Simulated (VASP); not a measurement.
Zr4Tl, 5 atoms in the cell. Symmetry: Pm-3m, No. 221, cubic system. Conventional cell: a = 4.467 Å, b = 4.467 Å, c = 4.467 Å, α = 90.00°, β = 90.00°, γ = 90.00°. Around Zr (site symmetry 4/mmm) lie 2 Tl at 2.23 Å. Around Zr (site symmetry m-3m) lie 12 Zr at 3.16 Å. Tl (site symmetry m-3m) is surrounded by 6 Zr at 2.23 Å. The cell was built by a generator and needn't be a form met in nature. The cell isn't the ideal one: species swapped into the Fe4N type (Pm-3m, No. 221).

* Program: VASP 6.6.1
* Task: relaxation of cell and atoms
* Functional: PBE
* Potentials or basis: VASP PAW PBE potentials, release 64 (Zr_sv, Tl_d)
* Cutoff: 600 eV
* k mesh: 4 × 4 × 4
* Occupations: gaussian, width 0.1 eV
* Spin: no spin polarisation
* Dipole correction: no
* Further INCAR settings: ALGO = Normal; EDIFF = 1e-06; IBRION = 2; EDIFFG = -0.04; NSW = 90; ISIF = 3

Potentials or basis: VASP PAW PBE potentials, release 64 (Zr_sv, Tl_d).

Run with:

```console
$ cat potpaw_PBE.64/Zr_sv/POTCAR potpaw_PBE.64/Tl_d/POTCAR > POTCAR
$ mpirun -np 1 vasp_std > vasp.out
```

Hardware: 1 thread of Intel(R) Xeon(R) Platinum 8488C (Sapphire Rapids) (shared host).

Question: How long does it take, and how much memory?

Answer: Run time: 4.6 min on 1 thread of Intel(R) Xeon(R) Platinum 8488C (Sapphire Rapids), with other jobs on the host, peak memory 0.23 GiB. Counts: scf iterations 98, k points 10, ion steps 5.
